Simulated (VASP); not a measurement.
```
Al2Au
1.0
    0.00000     3.00000     3.00000
    3.00000     0.00000     3.00000
    3.00000     3.00000     0.00000
Al Au
2 1
Direct
  0.25000   0.25000   0.25000
  0.75000   0.75000   0.75000
  0.00000   0.00000   0.00000
```

The base run (VASP): PBE GGA, plane waves, VASP's PBE PAW potentials (set 64). Run with 400 eV cut-off, 8×8×8 Γ-centred mesh, first-order Methfessel-Paxton smearing of 0.10 eV, potentials Al Au.

One setting is varied; ΔE counts from the base run. The base run took about 6 core-seconds. Times come from single runs on busy shared machines, so they are rough: good to a factor of about 2.

Pressures at a finite cut-off, here 400 eV, hold a Pulay part, which wasn't tested here.

```json
[
 {"setting": "base run", "cost over the base run": "reference", "electronic steps": "13", "ΔE (meV/atom)": "0.0", "pressure (GPa)": "2.97"},
 {"setting": "ISYM = 1", "cost over the base run": "within a factor of 2", "electronic steps": "13", "ΔE (meV/atom)": "0.0", "pressure (GPa)": "2.97"},
 {"setting": "SYMPREC = 1E-3", "cost over the base run": "within a factor of 2", "electronic steps": "13", "ΔE (meV/atom)": "0.0", "pressure (GPa)": "2.97"},
 {"setting": "ISYM = 0", "cost over the base run": "about 6 times", "electronic steps": "13", "ΔE (meV/atom)": "0.0", "pressure (GPa)": "2.97"},
 {"setting": "ISYM = -1", "cost over the base run": "about 10 times", "electronic steps": "13", "ΔE (meV/atom)": "0.0", "pressure (GPa)": "2.97"}
]
```

Left out are runs that failed, have no time on record or changed the cell.

The compound is AuAl2 in the fluorite structure. The cell was not relaxed at this level.
